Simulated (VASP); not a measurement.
# Lattice vibrations of CuSnF6, part 4 of 4

Wanted: whether CuSnF6 is dynamically stable, and its vibrational spectrum. The start is a cell from a database of measured crystal structures.

VASP 6.6.1; LDA, no spin polarisation; plane waves and PAW (Sn, Cu, F).

Still holding for the runs below: Oxides and halides of Cu are often magnetic insulators, and a metal at this level, without U or exact exchange, may be an artefact.

So far. Step 3 (Relax the host again, on a new basis): The start already met the threshold, so nothing moved. Step 4 (Tight relaxation): The run ended after 10 ionic steps, 0.006 eV below its first step, once forces and stress met EDIFFG = -0.002.

**5. Force constants in the supercell (continued)**

From OUTCAR (step 5):

```text
   k-points           NKPTS =     14   k-points in BZ     NKDIM =     14   number of bands    NBANDS=    136

   ENCUT  =  480.0 eV  35.28 Ry    5.94 a.u.  13.02 13.02 13.02*2*pi/ulx,y,z

   NELECT =     228.0000    total number of electrons

 E-fermi :   0.9538

 k-point     1 :       0.0000    0.0000    0.0000
  band No.  band energies     occupation
    ...
    107      -0.0101      2.00000
    108      -0.0099      2.00000
    109       0.7154      2.07057
    110       0.7160      2.07051
    111       0.7161      2.07049
    112       1.0277      0.41989
    113       1.0279      0.41821
    114       1.0285      0.41448
    115       1.0436      0.31893
    116       1.0443      0.31457
    ...

 POSITION                                       TOTAL-FORCE (eV/Angst)
 -----------------------------------------------------------------------------------
      0.00000      0.00000      0.00000         0.000314      0.001045      0.000732
      0.00000     -2.82670      4.59824        -0.000309      0.004411     -0.000278
     -2.44799      1.41335      4.59824         0.002205     -0.002985      0.004100
      2.44799      1.41335      4.59824         0.040232      0.061957     -0.064813
      0.00000     -0.00000      6.89736         0.029017      0.000299     -0.027276
     -0.00000      2.82670      2.29912         0.003321     -0.002206      0.000856
      2.44799     -1.41335      2.29912        -0.000028      0.003224      0.003276
     -2.44799     -1.41335      2.29912         0.000292     -0.000118      0.000492
     -1.58859     -0.05321      8.03492        -0.071790     -0.070876      0.114650
      3.30740     -0.05321      8.04992         0.001952      0.000786     -0.000144
      0.85941     -1.46656      3.45168         0.001958      0.000202      0.000675
      0.85941     -4.29326      8.04992         0.000366     -0.000524      0.001630
      0.74821      1.40236      8.04992         0.002262      0.003644      0.005492
     -4.14778      1.40236      8.04992        -0.000396     -0.001413      0.001663
     -1.69979     -2.83769      8.04992        -0.001621      0.005034      0.008260
     -1.69979     -0.01099      3.45168        -0.000491     -0.000981      0.000795
      0.84038     -1.34915      8.04992         0.002402     -0.001732      0.005433
      0.84038      1.47755      3.45168         0.006533     -0.000149      0.008315
      3.28837      2.89090      8.04992        -0.000609      0.001056      0.000794
     -1.60762      2.89090      8.04992        -0.000512      0.000730      0.001670
      1.58859      0.05321      5.74480        -0.008569     -0.000043      0.006340
     -3.30740      0.05321      5.74480        -0.005649      0.000837     -0.004142
     -0.85941      1.46656     10.34303        -0.003236     -0.005167     -0.004642
     -0.85941      4.29326      5.74480        -0.000352      0.000310     -0.001951
[...]
-----------------------------------------------------------------------------------
    total drift:                               -0.000025     -0.000017     -0.000013

  FREE ENERGIE OF THE ION-ELECTRON SYSTEM (eV)
  ---------------------------------------------------
  free  energy   TOTEN  =      -158.5869321883 eV

  energy  without entropy=     -158.4224325366  energy(sigma->0) =     -158.53209897

 Eigenvectors and eigenvalues of the dynamical matrix
 ----------------------------------------------------

   1 f  =   17.511984 THz   110.031043 2PiTHz  584.136925 cm-1    72.423716 meV
             X         Y         Z           dx          dy          dz
      0.000000  0.000000  0.000000     0.000000    0.000000   -0.000000
      0.000000 -2.826699  4.598237     0.000000   -0.000000    0.000000
     -2.447993  1.413350  4.598237    -0.000000    0.000000   -0.000000
      2.447993  1.413350  4.598237    -0.000000   -0.000000    0.000000
      0.000000 -0.000000  6.897356    -0.000000   -0.000000   -0.000000
[...]
-1.699785 -2.837687  8.049917     0.052305   -0.166592   -0.136202
     -1.699785 -0.010988  3.451680    -0.052293    0.166573    0.136187
      0.840377 -1.349148  8.049917     0.180788   -0.038060    0.133076
      0.840377  1.477551  3.451680    -0.180817    0.038066   -0.133099
      3.288370  2.890901  8.049917    -0.180809    0.038060   -0.133090
     -1.607616  2.890901  8.049917     0.180838   -0.038066    0.133114
      1.588585  0.053214  5.744795    -0.063719   -0.111865    0.086763
     -3.307401  0.053214  5.744795     0.063698    0.111841   -0.086740
     -0.859408  1.466563 10.343033     0.063738    0.111886   -0.086786
     -0.859408  4.293263  5.744795    -0.063717   -0.111863    0.086763
[...]
-3.288370 -2.890901  5.744795     0.180809   -0.038060    0.133090
      1.607616 -2.890901  5.744795    -0.180838    0.038066   -0.133114

   3 f  =   16.580366 THz   104.177509 2PiTHz  553.061464 cm-1    68.570851 meV
             X         Y         Z           dx          dy          dz
      0.000000  0.000000  0.000000     0.000000    0.000000    0.000000
      0.000000 -2.826699  4.598237    -0.000000    0.000000    0.000000
     -2.447993  1.413350  4.598237    -0.000000   -0.000000   -0.000000
      2.447993  1.413350  4.598237     0.000000    0.000000   -0.000000
      0.000000 -0.000000  6.897356     0.000000    0.000000   -0.000000
     -0.000000  2.826699  2.299119     0.000000    0.000000    0.000000
      2.447993 -1.413350  2.299119     0.000000   -0.000000    0.000000
     -2.447993 -1.413350  2.299119     0.000000   -0.000000   -0.000000
     -1.588585 -0.053214  8.049917     0.123381    0.137565   -0.133106
      3.307401 -0.053214  8.049917     0.123359    0.137549   -0.133083
      0.859408 -1.466563  3.451680    -0.123348   -0.137530    0.133069
      0.859408 -4.293263  8.049917    -0.123391   -0.137584    0.133121
      0.748208  1.402362  8.049917    -0.065005    0.111075    0.086733
     -4.147779  1.402362  8.049917    -0.065030    0.111152    0.086793
     -1.699785 -2.837687  8.049917     0.065021   -0.111123   -0.086770
     -1.699785 -0.010988  3.451680     0.065014   -0.111104   -0.086756
      0.840377 -1.349148  8.049917    -0.170427    0.038006   -0.136205
      0.840377  1.477551  3.451680    -0.170432    0.037999   -0.136206
      3.288370  2.890901  8.049917     0.170463   -0.038006    0.136229
     -1.607616  2.890901  8.049917     0.170396   -0.037999    0.136182
      1.588585  0.053214  5.744795    -0.123381   -0.137565    0.133106
     -3.307401  0.053214  5.744795    -0.123359   -0.137549    0.133083
     -0.859408  1.466563 10.343033     0.123348    0.137530   -0.133069
     -0.859408  4.293263  5.744795     0.123391    0.137584   -0.133121
[...]
-3.288370 -2.890901  5.744795    -0.170463    0.038006   -0.136229
      1.607616 -2.890901  5.744795    -0.170396    0.037999   -0.136182

   4 f  =   16.580366 THz   104.177509 2PiTHz  553.061464 cm-1    68.570851 meV
             X         Y         Z           dx          dy          dz
      0.000000  0.000000  0.000000    -0.000000    0.000000    0.000000
      0.000000 -2.826699  4.598237     0.000000    0.000000   -0.000000
     -2.447993  1.413350  4.598237    -0.000000   -0.000000   -0.000000
      2.447993  1.413350  4.598237     0.000000    0.000000   -0.000000
      0.000000 -0.000000  6.897356     0.000000    0.000000   -0.000000
     -0.000000  2.826699  2.299119     0.000000    0.000000    0.000000
      2.447993 -1.413350  2.299119     0.000000    0.000000   -0.000000
     -2.447993 -1.413350  2.299119     0.000000    0.000000    0.000000
     -1.588585 -0.053214  8.049917     0.118114    0.128585   -0.136194
    [... 3240 further lines ...]
     -0.840377 -1.477551 10.343033     0.034025   -0.121994   -0.000006
     -3.288370 -2.890901  5.744795     0.034025   -0.121994   -0.000006
      1.607616 -2.890901  5.744795     0.034025   -0.121994   -0.000006

 ELASTIC MODULI CONTR FROM IONIC RELAXATION (kBar)
 Direction    XX          YY          ZZ          XY          YZ          ZX
 --------------------------------------------------------------------------------
 XX           0.0000      0.0000      0.0000      0.0000      0.0000      0.0000
 YY           0.0000      0.0000      0.0000      0.0000      0.0000      0.0000
 ZZ           0.0000      0.0000      0.0000      0.0000      0.0000      0.0000
 XY           0.0000      0.0000      0.0000      0.0000      0.0000      0.0000
 YZ           0.0000      0.0000      0.0000      0.0000      0.0000      0.0000
 ZX           0.0000      0.0000      0.0000      0.0000      0.0000      0.0000
 --------------------------------------------------------------------------------

[... 1 part as in an earlier step ...]

[... 13 further parts left out ...]
```

This run has no spin polarisation, so a moment on Cu, if there is one, isn't seen. The last energy, forces, stress and levels in OUTCAR belong to the last displaced cell, not to the cell of POSCAR.

Numbers from this step:

```yaml
electrons: 228
lowest_frequency: -7.79e-6 cm⁻¹
highest_frequency: 586.8 cm⁻¹
dynamically_stable: yes
zero_point_energy: 50.87 meV/atom
heat_capacity_300: 21.07 J/K/mol of atoms
entropy_300: 25.33 J/K/mol of atoms
```

No long-range dipole term. The phonon branches at the labelled points (cm⁻¹):

```
          point  branch 1  branch 2  branch 3  branch 4  branch 21  branch 22  branch 23  branch 24
              Γ         0         0         0       131        540        545        545        584
0.47 of the way        36        45        62       119        532        533        549        585
              L        61        76       104       109        507        512        554        587
0.53 of the way        71        79       102       103        520        523        551        579
             B1        72        75        98       102        531        540        544        565
      jump to B        72        75        98       102        531        540        544        565
0.47 of the way        71        75        81        97        519        525        550        569
              Z        65        65        92        92        504        504        555        575
0.47 of the way        34        34        47       115        528        528        547        580
              Γ         0         0         0       131        540        545        545        584
0.47 of the way        31        63        73       117        522        542        545        584
              X        70        80        87       115        528        540        542        570
      jump to Q        70        80        87       115        528        540        542        570
0.53 of the way        66        69        84       123        538        540        543        559
              F        61        64        87       124        540        542        544        553
0.53 of the way        62        68        86       119        538        540        542        558
             P1        65        76        83       111        531        538        542        565
0.53 of the way        68        75        80        94        514        518        552        571
              Z        65        65        92        92        504        504        555        575
      jump to L        61        76       104       109        507        512        554        587
0.47 of the way        62        79        99       114        515        520        551        581
              P        65        76        83       111        531        538        542        565
```

The phonon density of states has structure finer than the step of the table below, so its rows give means over 20 cm⁻¹, whole bins alone (the curve runs from -55.5 to 645 cm⁻¹). Peaks (cm⁻¹: height): 112.7: 0.0945, 151.2: 0.0958, 161.7: 0.0964, 179.2: 0.0914, 259.8: 0.100, 319.3: 0.0819, 543.5: 0.195.

The phonon density of states by frequency; means over each step:

```
frequency (cm⁻¹)  phonon density of states (states/cm⁻¹/cell)
             -20                                            0
               0                                       1.8e-4
              20                                      0.00523
              40                                       0.0183
              60                                       0.0543
              80                                       0.0512
             100                                       0.0404
             120                                       0.0806
             140                                       0.0677
             160                                       0.0767
             180                                       0.0686
             200                                       0.0653
             220                                       0.0520
             240                                       0.0593
             260                                       0.0587
             280                                       0.0399
             300                                       0.0117
             320                                       0.0601
             340                                       0.0602
             360                                       0.0270
             380                                      0.00150
             400                                      0.00145
             420                                       0.0207
             440                                       0.0278
             460                                       0.0412
             480                                      0.00768
             500                                      0.00571
             520                                       0.0495
             540                                       0.0974
             560                                       0.0209
             580                                       0.0358
             600                                            0
```

Table of heat capacity at constant volume by temperature:

```
temperature (K)  heat capacity at constant volume (J/K/mol of atoms)
              0                                                    0
             50                                                 4.49
            100                                                 10.7
            150                                                 15.0
            200                                                 17.9
            250                                                 19.8
            275                                                 20.5
            325                                                 21.5
            375                                                 22.3
            425                                                 22.8
            475                                                 23.2
            525                                                 23.5
            575                                                 23.7
            625                                                 23.9
            675                                                 24.0
            725                                                 24.2
            750                                                 24.2
            800                                                 24.3
            850                                                 24.4
            900                                                 24.4
            950                                                 24.5
           1000                                                 24.5
```

Vibrational entropy against temperature:

```
temperature (K)  vibrational entropy (J/K/mol of atoms)
              0                                       0
             25                                   0.492
             50                                    2.30
             75                                    4.77
            100                                    7.43
            125                                    10.1
            150                                    12.7
            200                                    17.4
            225                                    19.6
            250                                    21.6
            275                                    23.5
            300                                    25.3
            325                                    27.0
            350                                    28.6
            375                                    30.2
            400                                    31.6
            425                                    33.0
            450                                    34.3
            475                                    35.6
            525                                    37.9
            550                                    39.0
            575                                    40.0
            600                                    41.1
            625                                    42.0
            650                                    43.0
            675                                    43.9
            700                                    44.7
            725                                    45.6
            750                                    46.4
            775                                    47.2
            800                                    48.0
            850                                    49.5
            875                                    50.2
            900                                    50.8
            925                                    51.5
            950                                    52.2
            975                                    52.8
           1000                                    53.4
```

**6. Results**

- highest frequency: 587 cm⁻¹
- lowest frequency: -7.8e-6 cm⁻¹
- zero point energy: 50.9 meV/atom
- heat capacity 300: 21.1 J/K/mol of atoms
- entropy 300: 25.3 J/K/mol of atoms

What this shows: The spectrum reaches 587 cm⁻¹, and its lowest point lies at 0 cm⁻¹. No mode is imaginary, so the structure is a local minimum as far as this supercell can tell. Frequencies between the wave vectors that fit the supercell are interpolated. The relaxed cell's volume lies -9.1 % from the database cell's, so the frequencies belong to that other cell.

[Lines on the potential files, build, host, timing and source positions are cut from VASP's logs without a mark.]

[Logs are printed without paths, hosts, clocks, repeated set-up lines and the standing remarks that a program may print on its own settings, such as how far it seeks lower states.]

[Hosts, paths, dates, database ids (printed as entryN), source tags and the programs' standing remarks are cut or masked in the printed files.]

[Runs that stopped without an error message from VASP are left out.]
